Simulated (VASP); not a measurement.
VASP ran on this input.

**POSCAR**
```
Zr
1
    1.6001167541    -2.7714834634     0.0000000000
    1.6001167541     2.7714834634     0.0000000000
    0.0000000000     0.0000000000     5.1561617910
Zr
2
Direct
  0.3333330000   0.6666670000   0.2500000000
  0.6666670000   0.3333330000   0.7500000000
```

KPOINTS:
```
Automatic mesh
0
Gamma
13 13 7
0 0 0
```

### INCAR
```
! general
SYSTEM   = Zr
PREC     = Accurate
ENCUT    = 520
LREAL    = F   ! projection in real space or not
LASPH    = T   ! aspherical one-centre terms

! electronic loop
EDIFF    = 1E-7   ! SCF stop (eV)
NELM     = 100   ! most electronic steps
ALGO     = Normal
LMAXMIX  = 4

! smearing
ISMEAR   = 1   ! Methfessel-Paxton
SIGMA    = 0.1

! functional
GGA      = MK
LUSE_VDW = T
AGGAC    = 0.0
PARAM1   = 0.1234568
PARAM2   = 0.7114
ZAB_VDW  = -1.8867

! ions
IBRION   = 2   ! conjugate gradients
NSW      = 30   ! most ionic steps
ISIF     = 4   ! ions and shape, fixed volume
EDIFFG   = -0.01

! output
LWAVE    = F
LCHARG   = F
```

POTCAR, in this order: Zr_sv (PBE.64 set). Program: vasp_std.

Question: Translate this rev-vdW-DF2 calculation to Quantum ESPRESSO's pw.x.

Answer: One equivalent input (not run):
```
&CONTROL
  calculation = 'vc-relax'
  pseudo_dir = './pseudo'
  outdir = './out'
  tprnfor = .true.
  tstress = .true.
  nstep = 30
  forc_conv_thr = 0.00039
/
&SYSTEM
  ibrav = 0
  nat = 2
  ntyp = 1
  ecutwfc = 66
  occupations = 'smearing'
  smearing = 'methfessel-paxton'
  degauss = 0.00735
  input_dft = 'vdw-df2-b86r'
/
&ELECTRONS
  conv_thr = 7.3e-09
  electron_maxstep = 100
/
&IONS
/
&CELL
  cell_dofree = 'shape'
/
ATOMIC_SPECIES
  Zr 91.224 Zr.upf
CELL_PARAMETERS angstrom
     1.6001168   -2.7714835    0.0000000
     1.6001168    2.7714835    0.0000000
     0.0000000    0.0000000    5.1561618
ATOMIC_POSITIONS crystal
  Zr   0.3333330  0.6666670  0.2500000
  Zr   0.6666670  0.3333330  0.7500000
K_POINTS automatic
  13 13 7 0 0 0
```
Limits of the translation: the potentials are each code's own (VASP's PAW set, PseudoDojo norm-conserving files in pw.x), so ENCUT and ecutwfc are chosen apart and not converted; conv_thr bounds pw.x's estimated SCF error, while EDIFF bounds the energy change between steps; forc_conv_thr acts on force components and is met together with etot_conv_thr.

The compound is Zr in the hcp structure. It was relaxed first.
